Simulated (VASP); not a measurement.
Computed with PBE GGA, VASP's PBE PAW potentials (set 64) (plane waves; VASP).

The input files of a VASP run:

File KPOINTS:
```
Automatic mesh
0
Gamma
8 8 8
0 0 0
```

### POSCAR
```
PtAl2
1
    0.0000000000     3.0141000000     3.0141000000
    3.0141000000     0.0000000000     3.0141000000
    3.0141000000     3.0141000000     0.0000000000
Al Pt
2 1
Direct
  0.2500000000   0.2500000000   0.2500000000
  0.7500000000   0.7500000000   0.7500000000
  0.0000000000   0.0000000000   0.0000000000
```

### INCAR
```
ALGO = All
EDIFF = 1E-6
ENCUT = 400
GGA = PE
ISIF = 2
ISMEAR = 1
LASPH = .True.
LCHARG = .False.
LMAXMIX = 6
LREAL = .False.
LWAVE = .False.
NELM = 100
PREC = Accurate
SIGMA = 0.1
SYSTEM = PtAl2
```

POTCAR, in this order: Al Pt (PBE.64 set). Program: vasp_std.

Problem. Estimate the energy per atom (σ→0), pressure.

Solution. 
energy per atom (σ→0): -5400 meV/atom
pressure: -4.99 GPa

**OSZICAR**
```
...
CGA:   8    -0.161961449909E+02   -0.42537E-01   -0.42394E-01   348   0.105E-01   0.641E-03
CGA:   9    -0.162005405777E+02   -0.43956E-02   -0.43889E-02   348   0.300E-02   0.376E-04
CGA:  10    -0.162012310144E+02   -0.69044E-03   -0.69053E-03   348   0.369E-03   0.150E-05
CGA:  11    -0.162013868738E+02   -0.15586E-03   -0.15485E-03   348   0.611E-04   0.559E-05
CGA:  12    -0.162014188699E+02   -0.31996E-04   -0.31823E-04   348   0.896E-05   0.680E-06
CGA:  13    -0.162014231278E+02   -0.42578E-05   -0.40834E-05   348   0.167E-05   0.105E-05
SDA:  14    -0.162014235299E+02   -0.40211E-06   -0.43563E-06   348   0.446E-06   0.496E-06
   1 F= -.16201424E+02 E0= -.16201396E+02  d E =-.831259E-04
```

The compound is PtAl2 in the fluorite structure. The cell was not relaxed at this level. The run is one of a series of settings (ALGO = All against the base run), some of them coarse on purpose.
